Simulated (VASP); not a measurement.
# Au with and without spin-orbit coupling, part 4 of 4

What does spin-orbit coupling change in Au, and what does it cost? All runs use PBEsol. Left out of this account: at least 1 further run (self-consistent run: a reference on another mesh). This is not the structure that Au takes at ambient conditions. The start is a cell from a database of measured crystal structures.

VASP 6.6.1, plane waves and PAW; the level of theory is named at each step.

So far. Step 5 (Total and projected DOS (PBEsol + SOC)): The DOS at the Fermi level goes from 0.628 to 0.662 states/eV/cell, a number that is sensitive to the mesh. The run took 3.6 times the core time, with 34 spinor bands against 23. Of the states within 0.3 eV of the Fermi level, the largest shares in the PAW spheres are Au d 49 %, Au p 17 % and Au s 13 %. The rest lies in smaller channels or between the spheres.

The starting crystal is not the ambient structure of Au (fcc); it is a model or a phase of other conditions.

## Step 7: Full relaxation (PBEsol + SOC)

This step: PBEsol, spin-orbit coupling; plane waves and PAW (Au) (VASP 6.6.1).

The same relaxation with spinors and spin-orbit coupling.

File INCAR:

```
SYSTEM = Au
PREC = Accurate
ENCUT = 400
EDIFF = 1E-06
NELM = 100
ISMEAR = -1
SIGMA = 0.05
LREAL = .FALSE.
ALGO = Normal
GGA = PS
LNONCOLLINEAR = .TRUE.
MAGMOM = 0 0 0 0 0 0
NBANDS = 34
GGA_COMPAT = .FALSE.
LASPH = .TRUE.
LSORBIT = .TRUE.
LMAXMIX = 4
LORBIT = 11
LWAVE = .FALSE.
LCHARG = .FALSE.
KPAR = 2
IBRION = 2
NSW = 60
ISIF = 3
EDIFFG = -0.01
```

File POSCAR:

```
Au
1.0
    2.9000000000      0.0000000000      0.0000000000
   -1.4500000000      2.5114736710      0.0000000000
    0.0000000000      0.0000000000      4.8800000000
Au
2
Direct
    0.3333333333      0.6666666667      0.7500000000
    0.6666666667      0.3333333333      0.2500000000
```

File KPOINTS:

```
Automatic mesh
0
Gamma
13 13 7
0 0 0
```

PAW data sets: Au (PBE family, release 64).

Launch:

```
$ mpirun -np 2 vasp_ncl
```

What it wrote:

```text
[... set-up lines as in an earlier step ...]
 entering main loop
       N       E                     dE             d eps       ncg     rms          rms(c)
[... 12 cycles as in an earlier step ...]
   1 F= -.83961886E+01 E0= -.83939360E+01  d E =-.839619E+01  mag=     0.0000    -0.0000    -0.0000
 curvature:   0.00 expect dE= 0.000E+00 dE for cont linesearch  0.000E+00
 trial: gam= 0.00000 g(F)=  0.126E-48 g(S)=  0.227E+00 ort = 0.000E+00 (trialstep = 0.100E+01)
 search vector abs. value=  0.227E+00
 bond charge predicted
       N       E                     dE             d eps       ncg     rms          rms(c)
DAV:   1    -0.124031008633E+02   -0.40069E+01   -0.65652E+01  6014   0.781E+01    0.145E+01
DAV:   2    -0.851537750904E+01    0.38877E+01   -0.72300E+00  5860   0.255E+01    0.553E+00
DAV:   3    -0.830618849597E+01    0.20919E+00   -0.50823E-01  6178   0.668E+00    0.387E+00
DAV:   4    -0.830456311996E+01    0.16254E-02   -0.12283E-02  6368   0.837E-01    0.176E+00
DAV:   5    -0.830720814943E+01   -0.26450E-02   -0.10142E-02  6162   0.688E-01    0.147E-01
DAV:   6    -0.830717803103E+01    0.30118E-04   -0.29142E-04  6478   0.123E-01    0.529E-02
DAV:   7    -0.830721292386E+01   -0.34893E-04   -0.38941E-06  6458   0.147E-02    0.232E-02
DAV:   8    -0.830722996933E+01   -0.17045E-04   -0.22211E-06  6366   0.998E-03    0.372E-03
DAV:   9    -0.830723044535E+01   -0.47602E-06   -0.97285E-08  3396   0.217E-03
   2 F= -.83072304E+01 E0= -.83056400E+01  d E =0.889582E-01  mag=    -0.0000     0.0000     0.0000
[... from here on, the cycles between the ionic steps are left out ...]
   3 F= -.84428549E+01 E0= -.84409545E+01  d E =-.466662E-01  mag=     0.0000     0.0000    -0.0000
   4 F= -.84428784E+01 E0= -.84409829E+01  d E =-.466897E-01  mag=     0.0000    -0.0000     0.0000
   5 F= -.84428626E+01 E0= -.84409722E+01  d E =-.466740E-01  mag=     0.0000     0.0000    -0.0000
   6 F= -.84435010E+01 E0= -.84418586E+01  d E =-.638425E-03  mag=    -0.0000    -0.0000     0.0000
   7 F= -.84436021E+01 E0= -.84421444E+01  d E =-.739474E-03  mag=    -0.0000     0.0000    -0.0000
   8 F= -.84436093E+01 E0= -.84421281E+01  d E =-.746732E-03  mag=    -0.0000     0.0000    -0.0000
   9 F= -.84436082E+01 E0= -.84420920E+01  d E =-.745613E-03  mag=     0.0000     0.0000    -0.0000
  10 F= -.84436110E+01 E0= -.84421135E+01  d E =-.748414E-03  mag=     0.0000     0.0000    -0.0000
  11 F= -.84435498E+01 E0= -.84420446E+01  d E =0.611524E-04  mag=     0.0000     0.0000    -0.0000
 trial-energy change:    0.000061  1 .order    0.000055   -0.000153    0.000263
 step:   0.3432(harm=  0.3641)  dis= 0.00000  next Energy=    -8.443637 (dE=-0.264E-04)
 bond charge predicted
       N       E                     dE             d eps       ncg     rms          rms(c)
DAV:   1    -0.844476613728E+01   -0.12161E-02   -0.18086E-02  6014   0.131E+00    0.205E-01
DAV:   2    -0.844367602875E+01    0.10901E-02   -0.21075E-03  5888   0.442E-01    0.108E-01
DAV:   3    -0.844363222943E+01    0.43799E-04   -0.12429E-04  6098   0.105E-01    0.739E-02
DAV:   4    -0.844363389489E+01   -0.16655E-05   -0.29216E-06  6232   0.123E-02    0.435E-02
DAV:   5    -0.844363688159E+01   -0.29867E-05   -0.21396E-06  6030   0.986E-03    0.736E-04
DAV:   6    -0.844363703760E+01   -0.15601E-06   -0.83358E-08  3120   0.218E-03
  12 F= -.84436370E+01 E0= -.84421369E+01  d E =-.260379E-04  mag=     0.0000    -0.0000    -0.0000
 curvature:  -0.18 expect dE=-0.162E-07 dE for cont linesearch -0.328E-08
 trial: gam=-0.01041 g(F)=  0.126E-47 g(S)=  0.894E-07 ort = 0.168E-05 (trialstep = 0.859E+00)
 search vector abs. value=  0.714E-07
 reached required accuracy - stopping structural energy minimisation
```

Run time: 7.4 min. Hardware: 2 MPI ranks of Intel Xeon Platinum 8488C (Sapphire Rapids), shared host; peak memory 0.53 GiB; 15 min of CPU time.

OUTCAR, selected parts (step 7):

```text
   NELECT =      22.0000    total number of electrons

 E-fermi :   9.3790

 k-point     1 :       0.0000    0.0000    0.0000
  band No.  band energies     occupation
    ...
     20       6.8156      1.00000
     21       7.6784      1.00000
     22       7.6784      1.00000
     23       8.1258      1.00000
     24       8.1258      1.00000
     25      12.2873      0.00000
     26      12.2873      0.00000
     27      23.9373      0.00000
     28      23.9373      0.00000
     29      25.2217      0.00000
    ...

  Total        0.0011654      0.0011654     -0.0009946      0.0000000      0.0000000      0.0000000
  in kB        0.0552927      0.0552927     -0.0471877      0.0000000      0.0000000      0.0000000
  external PRESSURE =       0.0211326 kB  Pullay stress =       0.0000000 kB

 POSITION                                       TOTAL-FORCE (eV/Angst)
 -----------------------------------------------------------------------------------
     -0.00000      1.65157      3.57375        -0.000000      0.000000     -0.000000
      1.43031      0.82579      1.19125         0.000000     -0.000000      0.000000
 -----------------------------------------------------------------------------------
    total drift:                                0.000000     -0.000000      0.000000

  FREE ENERGIE OF THE ION-ELECTRON SYSTEM (eV)
  ---------------------------------------------------
  free  energy   TOTEN  =        -8.4436370376 eV

  energy  without entropy=       -8.4406367870  energy(sigma->0) =       -8.44213691

 Spin-Orbit-Coupling matrix elements
 Ion:    1  E_soc:     -0.5951715
 Ion:    2  E_soc:     -0.5951715

[... 12 parts as in an earlier step ...]

[... 9 further parts left out ...]
```

Step by step:

```
step  energy less that of the first step (eV)  largest force (eV/Å)  pressure (GPa)  volume (Å³)
   1                                   0.0000                0.0000           -7.99        35.54
   2                                   0.0890                0.0000           18.30        31.18
   3                                  -0.0467                0.0000           -0.18        33.82
   4                                  -0.0467                0.0000            0.00        33.78
   5                                  -0.0467                0.0000            0.19        33.75
   6                                  -0.0473                0.0000            0.19        33.74
   7                                  -0.0474                0.0000            0.22        33.73
   8                                  -0.0474                0.0000            0.21        33.73
   9                                  -0.0474                0.0000            0.21        33.73
  10                                  -0.0474                0.0000            0.22        33.73
  11                                  -0.0474                0.0000           -0.38        33.84
  12                                  -0.0474                0.0000            0.00        33.77
```

```
conventional cell, symmetrised  before  after  change
                         a (Å)   2.900  2.861  -1.4 %
                         b (Å)   2.900  2.861  -1.4 %
                         c (Å)   4.880  4.765  -2.4 %
              volume (Å³/atom)   17.77  16.88  -5.0 %
```

Final coordinates:

```cif
data_structure
_symmetry_space_group_name_H-M 'P 1'
_symmetry_Int_Tables_number 1
_cell_length_a 2.8606
_cell_length_b 2.8606
_cell_length_c 4.7650
_cell_angle_alpha 90.000
_cell_angle_beta 90.000
_cell_angle_gamma 120.000
_cell_volume 33.77
loop_
_atom_site_label
_atom_site_type_symbol
_atom_site_fract_x
_atom_site_fract_y
_atom_site_fract_z
_atom_site_occupancy
Au1 Au 0.33333 0.66667 0.75000 1
Au2 Au 0.66667 0.33333 0.25000 1
```

Numbers from this step:

| Property | Result |
| --- | --- |
| bands | 34 |
| free energy (TOTEN) | -8.444 eV |
| energy at zero smearing | -8.442 eV |
| Fermi energy | 9.379 eV |
| pressure | 0.002113 GPa |
| SCF cycles over all ionic steps | 76 |

On-site spin-orbit energy by atom:

```
atom  on-site spin-orbit energy (eV)
 Au1                          -0.595
 Au2                          -0.595
```

The cell ends at 16.88 Å³/atom, -0.6 % from the run without the coupling. The run took 7.5 times the core time, with 34 spinor bands against 17.

The cell shrank by 5.0 % in volume.

## Step 8: The runs together

```
                               quantity  without  with spin-orbit coupling
                               gap (eV)     none                      none
                    core minutes, bands      1.4                       4.4
DOS at the Fermi level (states/eV/cell)    0.628                     0.662
                      core minutes, DOS      0.7                       2.5
               relaxed volume (Å³/atom)    16.99                     16.88
               core minutes, relaxation      2.0                        15
```

## Step 9: Summary of results

```json
{"gap (eV), without → with": "none → none", "DOS at the Fermi level (states/eV/cell), without → with": "0.628 → 0.662", "relaxed volume (Å³/atom), without → with": "16.99 → 16.88"}
```

In words: Au has no gap with or without spin-orbit coupling. The relaxed volume moves by -0.6 %. The spinor runs cost 3.1 to 7.5 times as much, on a shared host.

[Lines on the potential files, build, host, timing and source positions are cut from VASP's logs without a mark.]

[Logs are printed without paths, hosts, clocks, repeated set-up lines and the standing remarks that a program may print on its own settings, such as how far it seeks lower states.]

[Hosts, paths, dates, database ids (printed as entryN), source tags and the programs' standing remarks are cut or masked in the printed files.]

[A measured line is paired with the nearest computed mode of its activity, which favours agreement.]

[In band tables of VASP the shares of atoms and orbitals are scaled to a sum of 1 inside the atoms' spheres.]
